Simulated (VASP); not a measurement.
Data:

```
CELL_PARAMETERS angstrom
      0.00000     2.30520     2.30520
      2.30520     0.00000     2.30520
      2.30520     2.30520     0.00000
ATOMIC_POSITIONS crystal
  Ga 0.00000 0.00000 0.00000
  N  0.25000 0.25000 0.25000
```

Calculation: PBE GGA, VASP's PBE PAW potentials (set 64) (plane waves; VASP 6.6.1). Numerical set-up: EDIFF = 1E-3, 520 eV cut-off, 9×9×9 Γ-centred mesh, Gaussian smearing of 0.050 eV, potentials Ga_d N.

Predict the energy per atom (σ→0), pressure, band gap (on the k-mesh) with the smallest direct gap where there is one.

band gap (on the k-mesh): 1.30 eV
smallest direct gap (on the k-mesh): 1.30 eV
energy per atom (σ→0): -6067 meV/atom
pressure: -7.30 GPa

Total energies compare only between runs with the same potentials, cut-off and functional.

The compound is GaN in the zinc blende structure, a metastable form; wurtzite is the usual one. The cell was not relaxed at this level. The run is one of a series of settings (EDIFF = 1E-3 against the base run), some of them coarse on purpose.
